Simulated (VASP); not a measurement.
Crystal: RuBr2.

```
CELL_PARAMETERS angstrom
0.00000 3.25405 3.25405
3.25405 0.00000 3.25405
3.25405 3.25405 0.00000
ATOMIC_POSITIONS crystal
Br 0.25000 0.25000 0.25000
Br 0.75000 0.75000 0.75000
Ru 0.00000 0.00000 0.00000
```

The cell was built by a generator and needn't be a form met in nature.

Base run:

| Quantity | Value |
| --- | --- |
| Program | VASP 6.6.1 |
| Functional | r2SCAN |
| Potentials or basis | VASP PAW PBE potentials, release 64 (Br, Ru_pv) |
| Cutoff | 520 eV |
| k mesh | 5 × 5 × 5 |
| Occupations | gaussian, width 0.05 eV |
| Spin | no spin polarisation |

Its results: band gap on the k mesh none (metal or under the smearing width); pressure -4.4 GPa.

Task: The run is repeated on the same cell with these changes: hubbard terms from none to Ru d U = 4.0 eV. What comes out?

Result: Band gap on the k mesh none (metal or under the smearing width); pressure -2.3 GPa.

Caveats: the PAW data sets were made with another functional, which shifts forces and pressure a little; U without spin polarisation on a metal has little footing (some runs).
